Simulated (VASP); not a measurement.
Crystal: ZnGe2N2.

```
Zn Ge N
1.0
    -2.84100    4.47100    2.77900
     2.84100   -4.47100    2.77900
     2.84100    4.47100   -2.77900
Zn Ge N
2 4 4
Cartesian
  0.0000 0.0000 4.1685
  0.0000 0.0000 1.3895
  -0.2140 3.1060 2.7790
  3.0550 1.3650 0.0000
  0.2140 3.1060 0.0000
  2.6270 1.3650 2.7790
  0.6980 1.3570 2.7790
  2.1430 3.1140 0.0000
  2.1430 -3.1140 2.7790
  0.6980 7.5850 0.0000
```

The cell was built by a generator and needn't be a form met in nature.

| Property | Result |
| --- | --- |
| Program | VASP 6.6.1 |
| Task | relaxation of cell and atoms |
| Functional | PBE |
| Potentials or basis | VASP PAW PBE potentials, release 64 (Zn, Ge_d, N) |
| Cutoff | 520 eV |
| k mesh | 8 × 8 × 8 |
| Occupations | gaussian, width 0.1 eV |
| Spin | no spin polarisation |

At the start: pressure -1.0 GPa; volume 14.12 Å³/atom.

Q: How do energy, volume and symmetry change on relaxing?

A: Over 14 steps the energy falls by 6.1 meV/atom and the volume is 14.10 Å³/atom (-0.1 %); space group Ibam (No. 72, to 0.05 Å).

The path:
```
step  energy change (eV)  largest force (eV/Å)  pressure (GPa)  volume (Å³)
   1              0.0000                0.5714           -1.03       141.20
   2             -0.0197                0.4391            2.02       139.33
   3             -0.0479                0.1785            0.67       140.12
   4             -0.0562                0.0715           -0.01       141.08
   5             -0.0570                0.0683           -0.21       141.44
   6             -0.0590                0.0449           -0.07       141.25
   7             -0.0598                0.0432            0.23       140.95
   8             -0.0599                0.0332            0.15       141.01
   9             -0.0602                0.0366           -0.24       141.27
  10             -0.0602                0.0316           -0.03       141.21
  11             -0.0602                0.0318           -0.11       141.22
  12             -0.0605                0.0152           -0.04       141.17
  13             -0.0606                0.0190           -0.04       141.15
  14             -0.0607                0.0092            0.03       141.04
```

Final structure:
```
CELL_PARAMETERS angstrom
-2.84691 4.47090 2.77017
2.84691 -4.47090 2.77017
2.84691 4.47090 -2.77017
ATOMIC_POSITIONS crystal
Zn 0.75000 0.75000 0.00000
Zn 0.25000 0.25000 0.00000
Ge 0.84396 0.46159 0.30555
Ge 0.15604 0.53841 0.69445
Ge 0.34396 0.03841 0.38238
Ge 0.65604 0.96159 0.61762
N 0.65250 0.62838 0.28087
N 0.34750 0.37162 0.71913
N 0.15250 0.87162 0.02412
N 0.84750 0.12838 0.97588
```
